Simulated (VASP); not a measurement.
Level of theory: rev-vdW-DF2, VASP's PBE PAW potentials (set 64) (plane waves; VASP).

Input for VASP

INCAR:
```
# general
SYSTEM  =CuAu
PREC    =Accurate
ENCUT   =520
LREAL   =F
LASPH   =T

# electronic loop
EDIFF   =1E-7
NELM    =100
ALGO    =Normal
LMAXMIX =6

# smearing
ISMEAR  =-5

# functional
GGA     =MK
LUSE_VDW=T
AGGAC   =0.0
PARAM1  =0.1234568
PARAM2  =0.7114
ZAB_VDW =-1.8867

# ions
ISIF    =2

# output
LWAVE   =F
LCHARG  =T
LORBIT  =11
NEDOS   =601
```

POSCAR:
```
CuAu
1
    2.8664962442     0.0000000000     0.0000000000
   -0.0000000000     2.8664962442    -0.0000000000
    0.0000000000     0.0000000000     3.5709548270
Cu Au
1 1
Direct
  0.0000000000   0.0000000000   0.0000000000
  0.5000000000   0.5000000000   0.5000000000
```

File KPOINTS:
```
Automatic mesh
0
Gamma
14 14 11
0 0 0
```

POTCAR, in this order: Cu Au (PBE.64 set). Program: vasp_std.

Output

**OSZICAR**
```
       N       E                     dE             d eps       ncg     rms          rms(c)
DAV:   1     0.138352399222E+03    0.13835E+03   -0.11445E+04  6727   0.209E+03
DAV:   2     0.162396520365E+01   -0.13673E+03   -0.13068E+03  6648   0.340E+02
DAV:   3    -0.330166318450E+01   -0.49256E+01   -0.48565E+01  8052   0.748E+01
DAV:   4    -0.335459778739E+01   -0.52935E-01   -0.52889E-01  7455   0.662E+00
DAV:   5    -0.335611179863E+01   -0.15140E-02   -0.15134E-02  9470   0.122E+00    0.112E+01
DAV:   6    -0.278371918585E+01    0.57239E+00   -0.84020E+00  6708   0.854E+01    0.531E+00
DAV:   7    -0.242289790594E+01    0.36082E+00   -0.30973E+00  8011   0.907E+01    0.548E+00
DAV:   8    -0.236466182966E+01    0.58236E-01   -0.25664E-01  8817   0.139E+01    0.271E+00
DAV:   9    -0.235637447236E+01    0.82874E-02   -0.28555E-02 10010   0.414E+00    0.213E-01
DAV:  10    -0.235603315890E+01    0.34131E-03   -0.47360E-03  9593   0.106E+00    0.915E-02
DAV:  11    -0.235598984936E+01    0.43310E-04   -0.10144E-04  9869   0.222E-01    0.301E-02
DAV:  12    -0.235598933294E+01    0.51642E-06   -0.13865E-05 10056   0.932E-02    0.269E-03
DAV:  13    -0.235599404654E+01   -0.47136E-05   -0.81232E-07  9173   0.285E-02    0.228E-03
DAV:  14    -0.235599196236E+01    0.20842E-05   -0.25762E-07  4646   0.183E-02    0.362E-04
DAV:  15    -0.235599231781E+01   -0.35545E-06   -0.28054E-08  3863   0.411E-03    0.175E-04
DAV:  16    -0.235599219186E+01    0.12595E-06   -0.12358E-08  3702   0.212E-03    0.883E-05
DAV:  17    -0.235599224385E+01   -0.51989E-07   -0.44698E-09  3597   0.141E-03
   1 F= -.23559922E+01 E0= -.23559922E+01  d E =0.000000E+00
```

OUTCAR:
```
------------------------ aborting loop because EDIFF is reached ----------------------------------------
  FORCE on cell =-STRESS in cart. coord.  units (eV):
  Direction    XX          YY          ZZ          XY          YZ          ZX
  --------------------------------------------------------------------------------------
  Total       -0.0636807     -0.0636807      0.0439550      0.0000000     -0.0000000      0.0000000
  in kB       -3.4772127     -3.4772127      2.4001127      0.0000000     -0.0000000      0.0000000
  external PRESSURE =      -1.5181042 kB  Pullay stress =       0.0000000 kB
  volume of cell :       29.34
      direct lattice vectors                 reciprocal lattice vectors
     2.866496244  0.000000000  0.000000000     0.348857949  0.000000000  0.000000000
     0.000000000  2.866496244  0.000000000     0.000000000  0.348857949  0.000000000
     0.000000000  0.000000000  3.570954827     0.000000000  0.000000000  0.280037146
 POSITION                                       TOTAL-FORCE (eV/Angst)
 -----------------------------------------------------------------------------------
      0.00000      0.00000      0.00000         0.000000      0.000000      0.000000
      1.43325      1.43325      1.78548         0.000000      0.000000      0.000000
 -----------------------------------------------------------------------------------
    total drift:                                0.000000      0.000000     -0.000000
  FREE ENERGIE OF THE ION-ELECTRON SYSTEM (eV)
  ---------------------------------------------------
  free  energy   TOTEN  =        -2.3559922438 eV

  energy  without entropy=       -2.3559922438  energy(sigma->0) =       -2.35599224

 total charge

# of ion       s       p       d       tot
------------------------------------------
    1        0.383   0.317   9.235   9.935
    2        0.607   0.404   8.706   9.718
--------------------------------------------------
tot          0.991   0.721  17.942  19.653
```
(Selected blocks of OUTCAR.)

For a metal the tetrahedron method with Blöchl corrections gives inexact stress and forces.

The compound is CuAu in the L1_0 structure. It was relaxed first.
